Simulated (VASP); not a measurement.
Consider the following.

```
CELL_PARAMETERS angstrom
      0.00000     2.37112     2.37112
      2.37112     0.00000     2.37112
      2.37112     2.37112     0.00000
ATOMIC_POSITIONS crystal
  Cd 0.00000 0.00000 0.00000
  O  0.50000 0.50000 0.50000
```

Level of theory: PBE GGA with D4 dispersion, VASP's PBE PAW potentials (set 64) (plane waves; VASP). Settings: 520 eV cut-off, Gaussian smearing of 0.050 eV, potentials Cd O.

Question: Give the energies of bands 2 to 10 at the high-symmetry points, in eV from the Fermi level.

Answer: 
```tsv
band	Γ	X	U	L	W
2	-6.64	-7.06	-7.03	-7.49	-6.79
3	-6.64	-6.10	-6.60	-7.17	-6.74
4	-6.64	-5.99	-6.45	-7.17	-6.74
5	-6.35	-5.99	-6.07	-6.12	-5.99
6	-6.35	-5.71	-5.97	-6.12	-5.80
7	-1.21	-4.11	-3.24	-3.72	-2.84
8	-1.21	-2.15	-2.75	0.02	-2.84
9	-1.21	-2.15	-1.17	0.02	-1.79
10	-0.46	3.79	5.31	4.46	5.86
```

It has no gap at this level: it comes out as a metal or semimetal.

The compound is CdO in the rock salt structure. It was relaxed first.
